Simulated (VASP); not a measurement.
Data:

```
CELL_PARAMETERS angstrom
      0.00000     2.18970     2.18970
      2.18970     0.00000     2.18970
      2.18970     2.18970     0.00000
ATOMIC_POSITIONS crystal
  Si 0.00000 0.00000 0.00000
  C  0.25000 0.25000 0.25000
```

Calculation: PBE GGA, VASP's PBE PAW potentials (set 64) (plane waves; VASP). Run with 520 eV cut-off, 15×15×15 Γ-centred mesh, Gaussian smearing of 0.010 eV, potentials Si C.

Problem. Give the electronic dielectric tensor ε∞ (DFPT, local fields included).

Solution. 
```
7.00  0.00  0.00
0.00  7.00  0.00
0.00  0.00  7.00
```

Problem. Give the Born effective charges.

Solution. 
```tsv
atom	Z*xx	Z*yy	Z*zz	mean
Si1	2.68	2.68	2.68	2.68
C2	-2.68	-2.68	-2.68	-2.68
```

Problem. And the static tensor with the ions free?

Solution. 
```
10.3  0.00  0.00
0.00  10.3  0.00
0.00  0.00  10.3
```

Problem. Which frequencies do the optical Γ-point modes have (no LO-TO splitting)?

Solution. 775 (×3) cm⁻¹.

The piezoelectric tensor e of the same run, ions relaxed (C/m²):

```tsv
	xx	yy	zz	yz	xz	xy
x	0.00	0.00	0.00	-0.19	0.00	0.00
y	0.00	0.00	0.00	0.00	-0.19	0.00
z	0.00	0.00	0.00	0.00	0.00	-0.19
```

The compound is SiC in the zinc blende structure. It was relaxed first.
